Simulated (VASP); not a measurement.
All values below come from PBE GGA, VASP's PBE PAW potentials (set 64) (plane waves; VASP 6.6.1).

A VASP calculation is set up with these files.

**KPOINTS**
```
Automatic mesh
0
gamma
 6 6 1
```

INCAR:
```
DIPOL=0.5 0.5 0.5
SIGMA=0.1   # width (eV)
LMAXMIX=4   # l cut-off of mixed one-centre charges
LVHAR=.True.
NELMIN=4
PREC=Normal
LASPH=.True.   # aspherical one-centre terms
LORBIT=11   # lm-projected
GGA=PE
LREAL=.False.
ISMEAR=1   # Methfessel-Paxton
SYSTEM=Zn16C
ENCUT=400   # plane-wave cut-off (eV)
IDIPOL=3
NELM=100   # most electronic steps
LCHARG=.False.
LWAVE=.False.
ALGO=Normal   # blocked Davidson
EDIFF=1E-6
LDIPOL=.True.
```

**POSCAR**
```
Zn16C
21.0581610
  0.2542913407   0.0000000000   0.0000000000
  0.1271456465   0.2202227604   0.0000000000
  0.0000000000   0.0000000000   1.0000000143
Zn C
16 1
direct
  0.8339583604   0.3320822791   0.3231015620
  0.3333330000   0.3333330000   0.3168362445
  0.8339583604   0.8339583604   0.3231015620
  0.3320822791   0.8339583604   0.3231015620
  0.0000000000   0.0000000000   0.4413769042
  0.4995335363   0.0009329274   0.4384831688
  0.0009329274   0.4995335363   0.4384831688
  0.4995335363   0.4995335363   0.4384831688
  0.8313999222   0.3371991556   0.5536092434
  0.3333330000   0.3333330000   0.5721358951
  0.8313999222   0.8313999222   0.5536092434
  0.3371991556   0.8313999222   0.5536092434
  0.0000000000   0.0000000000   0.6606935406
  0.5128290939   0.9743418121   0.6865255228
  0.9743418121   0.5128290939   0.6865255228
  0.5128290939   0.5128290939   0.6865255228
  0.3333330000   0.3333330000   0.7325269248
```

POTCAR, in this order: Zn C (PBE.64 set). Program: vasp_std. Read from the step before: WAVECAR.

The run wrote:

File OSZICAR:
```
       N       E                     dE             d eps       ncg     rms          rms(c)
DAV:   1    -0.220654838440E+02   -0.22065E+02   -0.12452E-02  2728   0.250E+00    0.196E-01
DAV:   2    -0.220946699616E+02   -0.29186E-01   -0.19447E-01  2866   0.901E+00    0.675E-01
DAV:   3    -0.220618591781E+02    0.32811E-01   -0.10148E-01  2834   0.649E+00    0.364E-02
DAV:   4    -0.220618531901E+02    0.59880E-05   -0.47193E-04  2148   0.407E-01    0.915E-03
DAV:   5    -0.220618679961E+02   -0.14806E-04   -0.13448E-04  1783   0.506E-02    0.550E-03
DAV:   6    -0.220618691230E+02   -0.11269E-05   -0.63369E-06  1741   0.165E-02    0.439E-03
DAV:   7    -0.220618696729E+02   -0.54987E-06   -0.71842E-07  1048   0.238E-02
   1 F= -.22061870E+02 E0= -.22064763E+02  d E =0.868011E-02
```

File OUTCAR:
```
------------------------ aborting loop because EDIFF is reached ----------------------------------------
  FORCE on cell =-STRESS in cart. coord.  units (eV):
  Direction    XX          YY          ZZ          XY          YZ          ZX
  --------------------------------------------------------------------------------------
  Total       -2.4442635     -2.4442635     -0.9015480      0.0000003      0.0000000     -0.0000000
  in kB       -7.4886495     -7.4886494     -2.7621313      0.0000008      0.0000000     -0.0000000
  external PRESSURE =      -5.9131434 kB  Pullay stress =       0.0000000 kB
  volume of cell :      522.94
      direct lattice vectors                 reciprocal lattice vectors
     5.354907994  0.000000000  0.000000000     0.186744572 -0.107817009  0.000000000
     2.677453494  4.637486343  0.000000000     0.000000000  0.215634058  0.000000000
     0.000000000  0.000000000 21.058161301     0.000000000  0.000000000  0.047487527
 POSITION                                       TOTAL-FORCE (eV/Angst)
 -----------------------------------------------------------------------------------
      5.35491      1.54003      6.80392        -0.000000      0.000440     -0.022396
      2.67745      1.54583      6.67199        -0.000000      0.000000     -0.019134
      6.69866      3.86747      6.80392        -0.000381     -0.000220     -0.022396
      4.01115      3.86747      6.80392         0.000381     -0.000220     -0.022396
      0.00000      0.00000      9.29459        -0.000000      0.000000      0.027458
      2.67745      0.00433      9.23365        -0.000000      0.002323      0.011009
      1.34247      2.31658      9.23365         0.002012     -0.001162      0.011009
      4.01243      2.31658      9.23365        -0.002012     -0.001162      0.011009
      5.35491      1.56376     11.65799         0.000000     -0.002504      0.001017
      2.67745      1.54583     12.04813        -0.000000      0.000000      0.000795
      6.67810      3.85561     11.65799         0.002169      0.001252      0.001017
      4.03171      3.85561     11.65799        -0.002169      0.001252      0.001017
      0.00000      0.00000     13.91299        -0.000000      0.000000     -0.015851
      5.35491      4.51850     14.45697        -0.000000      0.022954      0.017553
      6.59059      2.37824     14.45697         0.019879     -0.011477      0.017553
      4.11923      2.37824     14.45697        -0.019879     -0.011477      0.017553
      2.67745      1.54583     15.42567        -0.000000      0.000000     -0.014820
 -----------------------------------------------------------------------------------
    total drift:                                0.003263      0.001881     -0.031776
  FREE ENERGIE OF THE ION-ELECTRON SYSTEM (eV)
  ---------------------------------------------------
  free  energy   TOTEN  =       -22.0618696729 eV

  energy  without entropy=      -22.0705497853  energy(sigma->0) =      -22.06476304

 total charge

# of ion       s       p       d       tot
------------------------------------------
    1        0.603   0.400   9.715  10.718
    2        0.604   0.385   9.715  10.703
    3        0.603   0.400   9.715  10.718
    4        0.603   0.400   9.715  10.718
    5        0.585   0.464   9.713  10.761
    6        0.605   0.423   9.720  10.748
    7        0.605   0.423   9.720  10.748
    8        0.605   0.423   9.720  10.748
    9        0.597   0.437   9.717  10.752
   10        0.595   0.389   9.721  10.705
   11        0.597   0.437   9.717  10.752
   12        0.597   0.437   9.717  10.752
   13        0.639   0.344   9.728  10.710
   14        0.662   0.502   9.727  10.891
   15        0.662   0.502   9.727  10.891
   16        0.662   0.502   9.727  10.891
   17        0.940   1.317   0.000   2.257
--------------------------------------------------
tot         10.764   8.184 155.513 174.462
```
(Selected blocks of OUTCAR.)

**OUTCAR**
```
 val. band max:       -1.2033108823   @ k =   0.3333  -0.0000   0.0000

 cond. band min:      -1.0391711303   @ k =   0.5000  -0.0000   0.0000


 Fermi energy:        -1.1009912047

 k-point     1 :       0.0000    0.0000    0.0000
  band No.  band energies     occupation
      1     -12.2546      2.00000
      2     -10.8345      2.00000
      3      -9.8793      2.00000
      4      -9.4648      2.00000
      5      -9.3322      2.00000
      6      -9.3322      2.00000
      7      -9.3251      2.00000
      8      -9.2392      2.00000
      9      -9.1839      2.00000
     10      -9.1839      2.00000
     11      -9.1440      2.00000
     12      -9.1047      2.00000
     13      -9.1047      2.00000
     14      -9.0365      2.00000
     15      -9.0028      2.00000
     16      -9.0028      2.00000
     17      -8.9590      2.00000
     18      -8.9417      2.00000
     19      -8.9417      2.00000
     20      -8.9224      2.00000
     21      -8.8430      2.00000
     22      -8.8430      2.00000
     23      -8.8242      2.00000
     24      -8.7410      2.00000
     25      -8.6695      2.00000
     26      -8.6695      2.00000
     27      -8.6435      2.00000
     28      -8.6435      2.00000
     29      -8.6282      2.00000
     30      -8.5200      2.00000
     31      -8.5200      2.00000
     32      -8.4732      2.00000
     33      -8.4732      2.00000
     34      -8.4492      2.00000
     35      -8.4450      2.00000
     36      -8.4450      2.00000
     37      -8.4214      2.00000
     38      -8.3975      2.00000
     39      -8.3975      2.00000
     40      -8.3871      2.00000
     41      -8.3871      2.00000
     42      -8.3237      2.00000
     43      -8.2735      2.00000
     44      -8.2735      2.00000
     45      -8.2588      2.00000
     46      -8.2588      2.00000
     47      -8.2043      2.00000
     48      -8.2043      2.00000
     49      -8.1750      2.00000
     50      -8.1320      2.00000
     51      -8.1029      2.00000
...
```

At this cut-off the stress carries a Pulay error, which pulls relaxed volumes low.

The cell is a thin slab with vacuum, built from Zn (hcp): (001) face, C adsorbed.
